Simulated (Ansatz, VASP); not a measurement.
This is a calculation of SiF for Ansatz 0.2.0.

input.yaml

```yaml
crystal:
  lattice:
    - [3.089172, 0.0, 0.0]
    - [0.0, 3.089172, 0.0]
    - [0.0, 0.0, 3.0286]
  atoms:
    - { symbol: Si, position: [0.5, 0.5, 0.5] }
    - { symbol: F, position: [0.0, 0.0, 0.0] }
hamiltonian:
  xc: pbe
  pseudopotentials: { kind: paw }
kpoints:
  mp_grid: { grid: [9, 9, 9] }
scf:
  occupations: { method: fermi_dirac, width: 0.05 }
output:
  forces: true
  stress: true
  eigenvalues: true
```

Potentials or basis: Ansatz PAW.

Run with:

```sh
$ ansatz run input.yaml --threads 2 --pin off --max-ram 5632MiB --backend cpu --events-out ev --progress --plain --runs-dir out
```

**Question.** Set up the same calculation for VASP 6.6.1. Potentials there: VASP PAW PBE potentials, release 64 (Si, F).

**Answer.** As run (the cutoff follows the program's own potentials):

INCAR

```
  PREC = Accurate
  ENCUT = 520
  EDIFF = 1E-6
  ISMEAR = -1
  SIGMA = 0.05
  LREAL = False
  LASPH = True
  NELM = 100
  ALGO = Fast
  ISIF = 2
  LWAVE = False
  LCHARG = False
  GGA = PE
```

KPOINTS

```
Automatic mesh
0
Gamma
  9 9 9
```

The input POSCAR:

```
SiF
1.0
    3.0891720000      0.0000000000      0.0000000000
    0.0000000000      3.0891720000      0.0000000000
    0.0000000000      0.0000000000      3.0286000000
Si F
1 1
Direct
    0.5000000000      0.5000000000      0.5000000000
    0.0000000000      0.0000000000      0.0000000000
```

Potentials or basis: VASP PAW PBE potentials, release 64 (Si, F).

Launch:

```bash
$ cat potpaw_PBE.64/Si/POTCAR potpaw_PBE.64/F/POTCAR > POTCAR
$ mpirun -np 1 vasp_std > vasp.out
```

Both were run:

|  | VASP | Ansatz | Ansatz less VASP |
| --- | --- | --- | --- |
| gap on the k mesh at the Fermi level (eV) | none | none | - |
| pressure (GPa) | -2.7 | -2.5 | +0.18 |
| largest component of the traceless stress (GPa) | 2.78 | 2.80 | +0.017 |

A gap of «none» marks a metal or a gap that the smearing closes. The functional is the same, so the differences come from potentials, cutoffs and numerics.

Caveats: an odd number of electrons without spin polarisation forces a metal; a magnetic or distorted state may lie lower; the pressure holds a Pulay correction of +0.4 GPa for the finite cutoff (Ansatz).
